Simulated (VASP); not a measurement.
Output of a VASP run:

**OSZICAR**
```
       N       E                     dE             d eps       ncg     rms          rms(c)
DAV:   1     0.250662364901E+03    0.25066E+03   -0.17885E+04   924   0.151E+03
DAV:   2     0.573391691331E+00   -0.25009E+03   -0.24427E+03  1062   0.359E+02
DAV:   3    -0.132085299851E+02   -0.13782E+02   -0.13742E+02  1080   0.846E+01
DAV:   4    -0.133620495609E+02   -0.15352E+00   -0.15343E+00  1092   0.896E+00
DAV:   5    -0.133648481377E+02   -0.27986E-02   -0.27985E-02  1122   0.116E+00    0.115E+01
DAV:   6    -0.122956102198E+02    0.10692E+01   -0.25805E+00  1198   0.167E+01    0.897E+00
DAV:   7    -0.122798593154E+02    0.15751E-01   -0.86773E-01  1080   0.543E+00    0.398E+00
DAV:   8    -0.122757221061E+02    0.41372E-02   -0.12875E-01  1088   0.384E+00    0.568E-01
DAV:   9    -0.122738173164E+02    0.19048E-02   -0.23879E-02  1150   0.203E+00    0.178E-01
DAV:  10    -0.122739290417E+02   -0.11173E-03   -0.18202E-03  1068   0.475E-01    0.113E-01
DAV:  11    -0.122740159427E+02   -0.86901E-04   -0.22701E-04  1100   0.112E-01    0.112E-01
DAV:  12    -0.122740746825E+02   -0.58740E-04   -0.20884E-04  1020   0.811E-02    0.310E-02
DAV:  13    -0.122740803740E+02   -0.56914E-05   -0.26495E-05  1050   0.346E-02    0.128E-02
DAV:  14    -0.122740806227E+02   -0.24876E-06   -0.28305E-06  1068   0.123E-02    0.993E-03
DAV:  15    -0.122740799969E+02    0.62583E-06   -0.18823E-06  1100   0.816E-03    0.141E-03
DAV:  16    -0.122740799774E+02    0.19430E-07   -0.13967E-07   732   0.270E-03
   1 F= -.13285459E+02 E0= -.13285459E+02  d E =-.132855E+02
```

OUTCAR:
```
------------------------ aborting loop because EDIFF is reached ----------------------------------------
 Edisp (eV)   -1.01138
  FORCE on cell =-STRESS in cart. coord.  units (eV):
  Direction    XX          YY          ZZ          XY          YZ          ZX
  --------------------------------------------------------------------------------------
  Total      -0.00376    -0.00376     0.01764     0.00000     0.00000     0.00000
  in kB      -0.05957    -0.05957     0.27984     0.00000     0.00000     0.00000
  external pressure =        0.05 kB  Pullay stress =        0.00 kB
  volume of cell :      101.01
      direct lattice vectors                 reciprocal lattice vectors
     2.077736135 -3.598744377  0.000000000     0.240646534 -0.138937348  0.000000000
     2.077736135  3.598744377  0.000000000     0.240646534  0.138937348  0.000000000
     0.000000000  0.000000000  6.754305046     0.000000000  0.000000000  0.148053722
  FREE ENERGIE OF THE ION-ELECTRON SYSTEM (eV)
  ---------------------------------------------------
  free  energy   TOTEN  =       -13.2854591569 eV

  energy  without entropy=      -13.2854591569  energy(sigma->0) =      -13.28545916

 reached required accuracy - stopping structural energy minimisation
```
(Selected blocks of OUTCAR.)

**POSCAR**
```
CdS
1
    2.0777361352    -3.5987443773     0.0000000000
    2.0777361352     3.5987443773     0.0000000000
    0.0000000000     0.0000000000     6.7543050463
Cd S
2 2
Direct
  0.6666670000   0.3333330000   0.5000342041
  0.3333330000   0.6666670000   0.0000342041
  0.6666670000   0.3333330000   0.8769657959
  0.3333330000   0.6666670000   0.3769657959
```

Question: Write an INCAR and KPOINTS that could have produced this output.

Answer: Several could match; the one computed here: the input of the run itself, PBE GGA with D3 dispersion (zero damping), plane waves, VASP's PBE PAW potentials (set 64).

File KPOINTS:
```
Automatic mesh
0
G
  6 6 4
0 0 0
```

**INCAR**
```
SYSTEM = CdS
PREC = Accurate
ENCUT = 520
EDIFF = 1E-7
NELM = 100
ALGO = Normal
LREAL = .FALSE.
LASPH = .TRUE.
ISMEAR = 0
SIGMA = 0.05
GGA = PE
IVDW = 11
LMAXMIX = 4
LWAVE = .FALSE.
LCHARG = .FALSE.
ISIF = 4
IBRION = 2
NSW = 30
EDIFFG = -0.01
```

POTCAR, in this order: Cd S (PBE.64 set). Program: vasp_std.

The compound is CdS in the wurtzite structure. It was relaxed first.
